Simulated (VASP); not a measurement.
All values below come from PBEsol GGA, VASP's PBE PAW potentials (set 64) (plane waves; VASP).

The input files of a VASP run:

KPOINTS:
```
k-points along high-symmetry lines
15
Line-mode
Reciprocal
  0.000000   0.000000   0.000000 ! GAMMA
 -0.500000  -0.500000   0.000000 ! X

 -0.500000  -0.500000   0.000000 ! X
 -0.375000  -0.375000   0.250000 ! U

 -0.375000   0.000000   0.375000 ! K
  0.000000   0.000000   0.000000 ! GAMMA

  0.000000   0.000000   0.000000 ! GAMMA
  0.000000   0.000000   0.500000 ! L

  0.000000   0.000000   0.500000 ! L
 -0.500000  -0.250000   0.250000 ! W

 -0.500000  -0.250000   0.250000 ! W
 -0.500000  -0.500000   0.000000 ! X
```

### POSCAR
```
LaO
1
    0.0000000000     2.7954441830     2.7954441830
    2.7954441830     0.0000000000     2.7954441830
    2.7954441830     2.7954441830     0.0000000000
La O
1 1
Direct
  0.0000000000   0.0000000000   0.0000000000
  0.2500000000   0.2500000000   0.2500000000
```

INCAR:
```
SYSTEM = LaO
PREC = Accurate
ENCUT = 520
EDIFF = 1E-7
NELM = 100
ALGO = Normal
LREAL = .FALSE.
LASPH = .TRUE.
ISMEAR = 0
SIGMA = 0.05
GGA = PS
LMAXMIX = 6
LWAVE = .FALSE.
LCHARG = .FALSE.
LORBIT = 11
ICHARG = 11
```

POTCAR, in this order: La O (PBE.64 set). Program: vasp_std. Read from the step before: CHGCAR.

The resulting files:

File OSZICAR:
```
       N       E                     dE             d eps       ncg     rms          rms(c)
DAV:   1     0.166779425012E+03    0.16678E+03   -0.63886E+03  2168   0.198E+03
DAV:   2     0.834857975885E+01   -0.15843E+03   -0.15540E+03  3088   0.282E+02
DAV:   3    -0.142841274484E+02   -0.22633E+02   -0.21576E+02  3580   0.142E+02
DAV:   4    -0.160156439967E+02   -0.17315E+01   -0.14615E+01  3520   0.317E+01
DAV:   5    -0.162047297418E+02   -0.18909E+00   -0.18035E+00  3856   0.908E+00
DAV:   6    -0.162132334764E+02   -0.85037E-02   -0.84657E-02  3404   0.196E+00
DAV:   7    -0.162138964792E+02   -0.66300E-03   -0.66295E-03  3848   0.619E-01
DAV:   8    -0.162139279974E+02   -0.31518E-04   -0.31517E-04  3332   0.129E-01
DAV:   9    -0.162139304607E+02   -0.24632E-05   -0.24641E-05  3832   0.399E-02
DAV:  10    -0.162139306407E+02   -0.18003E-06   -0.18018E-06  3032   0.896E-03
DAV:  11    -0.162139306510E+02   -0.10325E-07   -0.10582E-07  2196   0.283E-03
   1 F= -.16213931E+02 E0= -.16210374E+02  d E =-.711247E-02
```

File OUTCAR:
```
 val. band max:        7.8861487223   @ k =  -0.4375  -0.4375   0.1250

 cond. band min:       7.8974350077   @ k =  -0.5000  -0.4286   0.0714



 k-point     1 :       0.0000    0.0000    0.0000
  band No.  band energies     occupation
      1     -25.0549      2.00000
      2     -10.9997      2.00000
      3      -8.3611      2.00000
      4      -8.3611      2.00000
      5      -8.3611      2.00000
      6       2.3205      2.00000
      7       2.3205      2.00000
      8       2.3205      2.00000
      9       6.3654      2.00000
     10       9.7501      0.00000
     11       9.7501      0.00000
     12       9.7501      0.00000

 k-point     2 :      -0.0357   -0.0357    0.0000
  band No.  band energies     occupation
      1     -25.0522      2.00000
      2     -11.0278      2.00000
      3      -8.3675      2.00000
      4      -8.3675      2.00000
      5      -8.3382      2.00000
      6       2.3085      2.00000
      7       2.3369      2.00000
      8       2.3369      2.00000
      9       6.4199      2.00000
     10       9.7124      0.00000
     11       9.7568      0.00000
     12       9.7568      0.00000

 k-point     3 :      -0.0714   -0.0714    0.0000
  band No.  band energies     occupation
      1     -25.0443      2.00000
      2     -11.1082      2.00000
      3      -8.3861      2.00000
      4      -8.3861      2.00000
      5      -8.2737      2.00000
      6       2.2758      2.00000
      7       2.3855      2.00000
      8       2.3855      2.00000
      9       6.5776      2.00000
     10       9.5951      0.00000
     11       9.7762      0.00000
     12       9.7762      0.00000

 k-point     4 :      -0.1071   -0.1071    0.0000
  band No.  band energies     occupation
      1     -25.0315      2.00000
      2     -11.2298      2.00000
      3      -8.4160      2.00000
      4      -8.4160      2.00000
      5      -8.1784      2.00000
      6       2.2308      2.00000
      7       2.4643      2.00000
...
```

The density is held fixed in this step, so its total energy and stress have no physical meaning.

The structure was generated: LaO was put into the zinc blende type (F-43m), which need not be its known phase. It was relaxed first, which changed the volume by -30 %. The electron count is odd and the run is not spin-polarised, which forces a metal.
